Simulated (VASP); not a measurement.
Input for VASP

KPOINTS:
```
Automatic mesh
0
Gamma
  5 5 7
```

INCAR:
```
! general
SYSTEM   =  SiO2
PREC     =  Accurate
ENCUT    =  520   ! plane-wave cut-off (eV)
LREAL    =  .FALSE.   ! projection in real space or not
LASPH    =  .TRUE.   ! aspherical one-centre terms

! electronic loop
EDIFF    =  1E-6   ! SCF stop (eV)
NELM     =  100   ! most electronic steps
ALGO     =  Normal   ! blocked Davidson
LMIXTAU  =  .TRUE.

! smearing
ISMEAR   =  0   ! Gaussian
SIGMA    =  0.05   ! width (eV)

! functional
METAGGA  =  R2SCAN

! ions
IBRION   =  2
NSW      =  60   ! most ionic steps
ISIF     =  3   ! ions, shape and volume
EDIFFG   =  -0.02

! output
LWAVE    =  .FALSE.
LCHARG   =  .FALSE.
```

**POSCAR**
```
SiO2
1.0
  4.1938818509   0.0000000000   0.0000000000
  0.0000000000   4.1938818509   0.0000000000
  0.0000000000   0.0000000000   2.6825246477
Si O
2 4
direct
  0.0000000000   0.0000000000   0.0000000000
  0.5000000000   0.5000000000   0.5000000000
  0.3057128375   0.3057128375   0.0000000000
  0.8057128375   0.1942871625   0.5000000000
  0.1942871625   0.8057128375   0.5000000000
  0.6942871625   0.6942871625   0.0000000000
```

POTCAR, in this order: Si O (PBE.64 set). Program: vasp_std.

Q: Write an equivalent input for Ansatz.

A: One equivalent input (not run):
Ansatz 0.2 input:
```yaml
crystal:
  lattice:
    - [4.1938819, 0.0000000, 0.0000000]
    - [0.0000000, 4.1938819, 0.0000000]
    - [0.0000000, 0.0000000, 2.6825246]
  atoms:
    - { symbol: Si, position: [0.0000000, 0.0000000, 0.0000000] }
    - { symbol: Si, position: [0.5000000, 0.5000000, 0.5000000] }
    - { symbol: O, position: [0.3057128, 0.3057128, 0.0000000] }
    - { symbol: O, position: [0.8057128, 0.1942872, 0.5000000] }
    - { symbol: O, position: [0.1942872, 0.8057128, 0.5000000] }
    - { symbol: O, position: [0.6942872, 0.6942872, 0.0000000] }
kpoints:
  mp_grid: { grid: [5, 5, 7] }
hamiltonian:
  xc: r2scan
  pseudopotentials: { kind: paw }
scf:
  occupations: { method: gaussian, width: 0.05 }
  max_iter: 100
relax:
  max_steps: 60
  f_tol: 0.02
  cell: {}
output: { forces: true, stress: true, eigenvalues: true }
```
Limits of the translation: each code has its own PAW files, so the cut-off isn't converted (ENCUT is set for VASP's; basis.ecutwfc is left out, and Ansatz then takes the one that its files recommend); Ansatz stops its SCF on the density residual and VASP on the energy change (EDIFF).

The compound is SiO2 in the rutile structure, stishovite, a high-pressure form. This run relaxes it. Symmetry was kept, so distortions that lower it aren't found. The start is the result of an earlier pass.
